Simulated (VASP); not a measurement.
Given:

```
AlTi
1.0
    2.81528     0.00000     0.00000
    0.00000     2.81528     0.00000
    0.00000     0.00000     4.04687
Ti Al
1 1
Direct
  0.00000   0.00000   0.00000
  0.50000   0.50000   0.50000
```

Method: SCAN meta-GGA, VASP's PBE PAW potentials (set 64) (plane waves; VASP 6.6.1). Settings: 520 eV cut-off, 14×14×10 Γ-centred mesh, tetrahedra with Blöchl corrections, potentials Ti_sv Al.

Question: Tabulate the total density of states (states/eV per cell) against energy (eV; zero at the valence-band maximum or, without a gap, the Fermi level).

Answer: 
(E (eV), DOS (states/eV)): (-9.91, 0.00); (-9.69, 0.00); (-9.47, 0.01); (-9.25, 0.08); (-9.04, 0.13); (-8.82, 0.16); (-8.60, 0.20); (-8.38, 0.23); (-8.05, 0.30); (-7.84, 0.35); (-7.62, 0.36); (-7.40, 0.36); (-7.18, 0.37); (-6.96, 0.37); (-6.75, 0.38); (-6.53, 0.38); (-6.31, 0.39); (-6.09, 0.40); (-5.87, 0.41); (-5.65, 0.42); (-5.44, 0.48); (-5.22, 0.56); (-5.00, 0.57); (-4.67, 0.47); (-4.45, 0.46); (-4.24, 0.47); (-4.02, 0.50); (-3.80, 0.55); (-3.58, 0.60); (-3.36, 0.70); (-3.15, 0.77); (-2.93, 0.94); (-2.71, 0.96); (-2.49, 1.01); (-2.27, 1.45); (-2.05, 1.27); (-1.84, 1.70); (-1.51, 1.84); (-1.29, 1.12); (-1.07, 0.97); (-0.85, 1.70); (-0.64, 1.65); (-0.42, 1.84); (-0.20, 1.88); (0.02, 1.52); (0.24, 1.42); (0.46, 1.29); (0.67, 0.90); (0.89, 1.22); (1.11, 1.48); (1.33, 1.85); (1.55, 2.19); (1.87, 2.11); (2.09, 3.14); (2.31, 3.45); (2.53, 2.50); (2.75, 1.48); (2.96, 1.07); (3.18, 1.06); (3.40, 1.07)
Within 2 eV below the Fermi level the largest weight inside VASP's projection spheres is Ti d.

The compound is TiAl in the L1_0 structure. It was relaxed first. The electron count is odd and the run is not spin-polarised, which forces a metal.
